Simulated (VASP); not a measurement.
# CuC23 (a cell with a defect) in VASP: a series of runs

One crystal, CuC23 (a cell with a defect), is run at these levels: PBEsol+U; tasks: single point, relaxation of the atoms.

Program: VASP 6.6.1. These are calculated values, not measurements. Logs are shortened: lines on timing, memory, paths and dates and some standing lists are left out, and cuts for length are marked.

## Step 1: The structure

The cell holds a defect, 24 atoms: a = 7.566 Å, b = 5.044 Å, c = 5.044 Å, α = 60.00°, β = 60.00°, γ = 60.00°.

## Step 2: Single point, PBEsol+U, collinear spin, ferromagnetic start

INCAR

```
SYSTEM = CuC23
PREC = Accurate
ENCUT = 450
EDIFF = 1E-5
ISMEAR = 0
SIGMA = 0.03
LREAL = Auto
LASPH = .True.
NELM = 120
ALGO = Normal
ISIF = 2
LWAVE = .False.
LCHARG = .False.
ISPIN = 2
MAGMOM = 3 0 0 0 0 0 0 0 0 0 0 0 0 0 0 0 0 0 0 0 0 0 0 0
LORBIT = 11
NUPDOWN = 3
LMAXMIX = 4
LDAU = .True.
LDAUTYPE = 2
LDAUL = 2 -1
LDAUU = 5 0
LDAUJ = 0 0
LDAUPRINT = 1
GGA = PS
KPAR = 4
```

KPOINTS

```
Automatic mesh
0
Gamma
  3 4 4
  0 0 0
```

POSCAR

```
CuC23
1.0
    0.0000000000      5.3503200000      5.3503200000
    3.5668800000      0.0000000000      3.5668800000
    3.5668800000      3.5668800000      0.0000000000
Cu C
1 23
Direct
    0.0000000000      0.0000000000      0.0000000000
    0.0000000000      0.0000000000      0.5000000000
    0.0000000000      0.5000000000      0.0000000000
    0.0000000000      0.5000000000      0.5000000000
    0.3333330000      0.0000000000      0.0000000000
    0.3333330000      0.0000000000      0.5000000000
    0.3333330000      0.5000000000      0.0000000000
    0.3333330000      0.5000000000      0.5000000000
    0.6666670000      0.0000000000      0.0000000000
    0.6666670000      0.0000000000      0.5000000000
    0.6666670000      0.5000000000      0.0000000000
    0.6666670000      0.5000000000      0.5000000000
    0.0833333333      0.1250000000      0.1250000000
    0.0833333333      0.1250000000      0.6250000000
    0.0833333333      0.6250000000      0.1250000000
    0.0833333333      0.6250000000      0.6250000000
    0.4166663333      0.1250000000      0.1250000000
    0.4166663333      0.1250000000      0.6250000000
    0.4166663333      0.6250000000      0.1250000000
    0.4166663333      0.6250000000      0.6250000000
    0.7500003333      0.1250000000      0.1250000000
    0.7500003333      0.1250000000      0.6250000000
    0.7500003333      0.6250000000      0.1250000000
    0.7500003333      0.6250000000      0.6250000000
```

Potentials or basis: VASP PAW PBE potentials, release 64 (Cu, C).

On the command line:

```console
cat potpaw_PBE.64/Cu/POTCAR potpaw_PBE.64/C/POTCAR > POTCAR
mpirun -np 4 vasp_std > vasp.out
```

OUTCAR:

```text
SYSTEM = CuC23
   PREC = Accurate
   ENCUT = 450
   EDIFF = 1E-5
   ISMEAR = 0
   LREAL = Auto
   LASPH = .True.
   NELM = 120
   ISIF = 2
   ISPIN = 2
   LORBIT = 11
   NUPDOWN = 3
   GGA = PS

 ion  position               nearest neighbor table
   1  0.000  0.000  0.000-  21 1.54  13 1.54  15 1.54  14 1.54
   2  0.000  0.000  0.500-  22 1.54  14 1.54  16 1.54  13 1.54
   3  0.000  0.500  0.000-  23 1.54  15 1.54  16 1.54  13 1.54
   4  0.000  0.500  0.500-  24 1.54  16 1.54  14 1.54  15 1.54
   5  0.333  0.000  0.000-  13 1.54  17 1.54  18 1.54  19 1.54
   6  0.333  0.000  0.500-  14 1.54  18 1.54  17 1.54  20 1.54
[... 16 lines left out ...]
  23  0.750  0.625  0.125-   3 1.54  11 1.54   9 1.54  12 1.54
  24  0.750  0.625  0.625-   4 1.54  12 1.54  11 1.54  10 1.54

  LATTYP: Found a face centered orthorhombic cell.
 ALAT       =     5.0443300714
 B/A-ratio  =     1.7320508076
 C/A-ratio  =     2.4494897428

  Lattice vectors:

 A1 = (   0.0000000000,   5.3503200000,   5.3503200000)
 A2 = (  -3.5668800000,   1.7834400000,   5.3503200000)
 A3 = (   3.5668800000,  -0.0000000000,   3.5668800000)

Analysis of symmetry for initial positions (statically):
=====================================================================
 Subroutine PRICEL returns:
 Original cell was already a primitive cell.

 Routine SETGRP: Setting up the symmetry group for a
 face centered orthorhombic supercell.

 Subroutine GETGRP returns: Found  2 space group operations
 (whereof  2 operations were pure point group operations)
 out of a pool of  8 trial point group operations.

The static configuration has the point symmetry C_1h.

Analysis of symmetry for dynamics (positions and initial velocities):
=====================================================================
 Subroutine PRICEL returns:
 Original cell was already a primitive cell.

 Routine SETGRP: Setting up the symmetry group for a
 face centered orthorhombic supercell.

 Subroutine GETGRP returns: Found  2 space group operations
 (whereof  2 operations were pure point group operations)
 out of a pool of  8 trial point group operations.

The dynamic configuration has the point symmetry C_1h.

Analysis of structural, dynamic, and magnetic symmetry:
=====================================================================
 Subroutine PRICEL returns:
 Original cell was already a primitive cell.

 Routine SETGRP: Setting up the symmetry group for a
 face centered orthorhombic supercell.

 Subroutine GETGRP returns: Found  2 space group operations
 (whereof  2 operations were pure point group operations)
 out of a pool of  8 trial point group operations.

The overall configuration has the point symmetry C_1h.

 Subroutine INISYM returns: Found  2 space group operations
 (whereof  2 operations are pure point group operations),
 and found     1 'primitive' translations

----------------------------------------------------------------------------------------

                                     Primitive cell

  volume of cell :     136.1403

  direct lattice vectors                    reciprocal lattice vectors
     0.000000000  5.350320000  5.350320000    -0.093452354  0.093452354  0.093452354
     3.566880000  0.000000000  3.566880000     0.140178531 -0.140178531  0.140178531
     3.566880000  3.566880000  0.000000000     0.140178531  0.140178531 -0.140178531

  length of vectors
     7.566495107  5.044330071  5.044330071     0.161864226  0.242796338  0.242796338

  position of ions in fractional coordinates (direct lattice)
     0.000000000  0.000000000  0.000000000
     0.000000000  0.000000000  0.500000000
     0.000000000  0.500000000  0.000000000
     0.000000000  0.500000000  0.500000000
     0.333333000  0.000000000  0.000000000
     0.333333000  0.000000000  0.500000000
[... 16 lines left out ...]
     0.750000333  0.625000000  0.125000000
[... 146 lines left out ...]
   IVDW    =     0    specifies the selected vdW correction
   LEPSILON=     F    determine dielectric tensor
   LRPA    =     F    only Hartree local field effects (RPA)
 spin polarized calculation
 Gauss-broadening in eV      SIGMA  =   0.03
  energy-cutoff  :      450.00
  volume of cell :      136.14
 maximum number of plane-waves:      2968
 NGX is ok and might be reduce to    54
   NGX = 27   NGY = 17   NGZ = 17

atom =   1  type =  1  l = 2

 onsite density matrix

spin component  1

  1.0462  0.0009 -0.0013 -0.0006  0.0000
  0.0009  1.0460 -0.0006  0.0009  0.0010
 -0.0013 -0.0006  0.9841  0.0007 -0.0001
 -0.0006  0.0009  0.0007  1.0462  0.0012
  0.0000  0.0010 -0.0001  0.0012  0.9842

spin component  2

  0.8854 -0.0003  0.0013  0.0002  0.0000
 -0.0003  0.8846  0.0006 -0.0003 -0.0010
  0.0013  0.0006  0.9783 -0.0007  0.0001
  0.0002 -0.0003 -0.0007  0.8854 -0.0011
  0.0000 -0.0010  0.0001 -0.0011  0.9782

 occupancies and eigenvectors

  o =  0.8844  v =  0.0000  0.0000  0.0000  0.0000  0.0000 -0.2738 -0.9219  0.0075 -0.2738 -0.0130      0.0000  0.0000  0.0000  0.0000  0.0000  0.0000  0.0000  0.0000  0.0000  0.0000
  o =  0.8852  v =  0.0000  0.0000  0.0000  0.0000  0.0000  0.7070 -0.0000 -0.0153 -0.7070 -0.0088      0.0000  0.0000  0.0000  0.0000  0.0000  0.0000  0.0000  0.0000  0.0000  0.0000
  o =  0.8857  v =  0.0000  0.0000  0.0000  0.0000  0.0000  0.6519 -0.3873 -0.0021  0.6519  0.0037      0.0000  0.0000  0.0000  0.0000  0.0000  0.0000  0.0000  0.0000  0.0000  0.0000
  o =  0.9781  v =  0.0000  0.0000  0.0000  0.0000  0.0000  0.0069  0.0122  0.4999  0.0069 -0.8659      0.0000  0.0000  0.0000  0.0000  0.0000  0.0000  0.0000  0.0000  0.0000  0.0000
  o =  0.9784  v =  0.0000  0.0000  0.0000  0.0000  0.0000 -0.0125  0.0000 -0.8659  0.0125 -0.4999      0.0000  0.0000  0.0000  0.0000  0.0000  0.0000  0.0000  0.0000  0.0000  0.0000
  o =  0.9840  v =  0.0183  0.0000  0.8657 -0.0183  0.4998  0.0000  0.0000  0.0000  0.0000  0.0000      0.0000  0.0000  0.0000  0.0000  0.0000  0.0000  0.0000  0.0000  0.0000  0.0000
  o =  0.9842  v = -0.0109 -0.0186 -0.4999 -0.0109  0.8658  0.0000  0.0000  0.0000  0.0000  0.0000      0.0000  0.0000  0.0000  0.0000  0.0000  0.0000  0.0000  0.0000  0.0000  0.0000
  o =  1.0445  v =  0.5381 -0.6488  0.0002  0.5381 -0.0003  0.0000  0.0000  0.0000  0.0000  0.0000      0.0000  0.0000  0.0000  0.0000  0.0000  0.0000  0.0000  0.0000  0.0000  0.0000
  o =  1.0469  v = -0.7069  0.0000  0.0224  0.7069  0.0129  0.0000  0.0000  0.0000  0.0000  0.0000      0.0000  0.0000  0.0000  0.0000  0.0000  0.0000  0.0000  0.0000  0.0000  0.0000
  o =  1.0471  v =  0.4586  0.7607 -0.0120  0.4586  0.0209  0.0000  0.0000  0.0000  0.0000  0.0000      0.0000  0.0000  0.0000  0.0000  0.0000  0.0000  0.0000  0.0000  0.0000  0.0000

 number of electron     103.0000033 magnetization       3.0000002

 Free energy of the ion-electron system (eV)
  ---------------------------------------------------
  ext. energy  EPLUGINS =         0.00000000
  ---------------------------------------------------
  free energy    TOTEN  =      -209.27491681 eV

  energy without entropy =     -209.27491681  energy(sigma->0) =     -209.27491681

 E-fermi :   9.4887     XC(G=0): -13.6213

 val. band max:       12.4013531116   @ k =   0.0000   0.0000   0.0000
 cond. band min:       9.8059655960   @ k =   0.3333   0.5000   0.5000
 fundamental gap:     -2.5953875156
 Fermi energy:        12.5562117384

 spin component 1

 k-point     1 :       0.0000    0.0000    0.0000
  band No.  band energies     occupation
      1     -11.3745      1.00000
      2      -8.4499      1.00000
      3      -8.2977      1.00000
      4      -5.9350      1.00000
      5      -5.9029      1.00000
      6      -5.6992      1.00000
[... 1111 lines left out ...]
     62      18.3197      0.00000
     63      18.3227      0.00000
 Fermi energy:         9.4887321358

 spin component 2

 k-point     1 :       0.0000    0.0000    0.0000
  band No.  band energies     occupation
      1     -11.2446      1.00000
      2      -8.3459      1.00000
      3      -8.1004      1.00000
      4      -5.7174      1.00000
      5      -5.6878      1.00000
      6      -5.5679      1.00000
[... 1111 lines left out ...]
     62      18.4505      0.00000
     63      18.4917      0.00000
 [bands above 63 left out]

------------------------ aborting loop because EDIFF is reached ----------------------------------------

  FORCE on cell =-STRESS in cart. coord.  units (eV):
  Direction    XX          YY          ZZ          XY          YZ          ZX
  --------------------------------------------------------------------------------------
  -------------------------------------------------------------------------------------
  Total       27.7425137     27.7774641     27.7774641      0.2814973     -0.2406039      0.2814973
  in kB      326.4898174    326.9011340    326.9011340      3.3128213     -2.8315645      3.3128218
  external PRESSURE =     326.7640285 kB  Pullay stress =       0.0000000 kB

 VOLUME and BASIS-vectors are now :
 -----------------------------------------------------------------------------
  energy-cutoff  :      450.00
  volume of cell :      136.14
      direct lattice vectors                 reciprocal lattice vectors
     0.000000000  5.350320000  5.350320000    -0.093452354  0.093452354  0.093452354
     3.566880000  0.000000000  3.566880000     0.140178531 -0.140178531  0.140178531
     3.566880000  3.566880000  0.000000000     0.140178531  0.140178531 -0.140178531

 POSITION                                       TOTAL-FORCE (eV/Angst)
 -----------------------------------------------------------------------------------
      0.00000      0.00000      0.00000         0.065306     -0.082706     -0.082706
      1.78344      1.78344      0.00000        -0.019768      0.013369      0.073880
      1.78344      0.00000      1.78344        -0.019768      0.073880      0.013369
      3.56688      1.78344      1.78344        -0.070462      0.016468      0.016468
      0.00000      1.78344      1.78344         0.083860     -0.010979     -0.010979
      1.78344      3.56688      1.78344        -0.034501     -0.022897      0.050420
[... 16 lines left out ...]
      2.67516      4.45860      6.24204         0.065588     -0.076380     -0.067455
      4.45860      6.24204      6.24204         0.085999     -0.077935     -0.077935
 -----------------------------------------------------------------------------------
    total drift:                               -0.000066      0.000020      0.000021

  FREE ENERGIE OF THE ION-ELECTRON SYSTEM (eV)
  ---------------------------------------------------
  free  energy   TOTEN  =      -209.2749168108 eV

  energy  without entropy=     -209.2749168108  energy(sigma->0) =     -209.27491681

 total charge

# of ion       s       p       d       tot
------------------------------------------
    1        1.024   1.567   9.670  12.261
    2        0.831   1.726   0.000   2.557
    3        0.831   1.726   0.000   2.557
    4        0.831   1.726   0.000   2.557
    5        0.829   1.733   0.000   2.562
    6        0.829   1.733   0.000   2.562
[... 16 lines left out ...]
   23        0.828   1.742   0.000   2.569
   24        0.828   1.742   0.000   2.569
--------------------------------------------------
tot         20.243  41.732   9.670  71.645

 magnetization (x)

# of ion       s       p       d       tot
------------------------------------------
    1        0.013   0.672   0.489   1.174
    2        0.004   0.029   0.000   0.033
    3        0.004   0.029   0.000   0.033
    4        0.004   0.028   0.000   0.032
    5        0.004   0.023   0.000   0.027
    6        0.001   0.013   0.000   0.015
[... 16 lines left out ...]
   23        0.001   0.013   0.000   0.014
   24        0.001   0.012   0.000   0.013
--------------------------------------------------
tot          0.193   1.998   0.489   2.680
```

It took 5 min on 4 MPI ranks of Intel Xeon Platinum 8375C at 2.90GHz (Ice Lake), shared host; peak memory 0.4 GiB.

What came out:

- Free energy: -209.2749 eV
- Largest force: 13.295 eV/Å
- Net moment: 3.00 μB per cell
- Site moments: Cu +1.17; C +0.03, +0.01, +0.00, +0.02, +0.28, +0.08, +0.23 μB
- Valence electrons inside the program's atomic spheres: Cu 12.26; C 2.56, 2.57, 2.67

Forces in eV/Å, atoms in the order of the input:
```
Cu   0.065 -0.083 -0.083
C   -0.020  0.013  0.074
C   -0.020  0.074  0.013
C   -0.070  0.016  0.016
C    0.084 -0.011 -0.011
C   -0.035 -0.023  0.050
C   -0.035  0.050 -0.023
C   -0.029  0.013  0.013
C   -0.082  0.002  0.002
C    0.033  0.023 -0.019
C    0.033 -0.019  0.023
C   -0.044  0.032  0.032
C    7.484  7.645  7.645
C   -7.651 -7.450  7.658
C   -7.651  7.658 -7.450
C   -0.013  0.012  0.012
C   -0.096  0.019  0.019
C    0.113 -0.054 -0.039
C    0.113 -0.039 -0.054
C   -0.084  0.012  0.012
C    7.688 -7.669 -7.669
C    0.066 -0.067 -0.076
C    0.066 -0.076 -0.067
C    0.086 -0.078 -0.078
```

Eigenvalues of the final occupation matrices:
```csv
site,spin,trace,eigenvalues
site 1 d,1,5.11,0.98 0.98 1.04 1.05 1.05
site 1 d,2,4.61,0.88 0.89 0.89 0.98 0.98
```

Caveat: the k mesh is coarse (spacing up to 0.38 Å⁻¹), so the values aren't converged; the cutoff is under 1.25 times the usual one of these potentials, so pressure, stress and relaxed cells hold a basis-set (Pulay) error; a pressure of tens of GPa on the cell as given is suspect, and the run, the potentials or the cell itself is likely at fault; the PAW data sets were made with another functional, which shifts forces and pressure a little; the total moment is fixed, so each spin has its own Fermi level; the U is typed as a test and isn't derived for this compound. The state reached can hang on the start; a lower one may exist.

(Continued in part 2 of 2.)
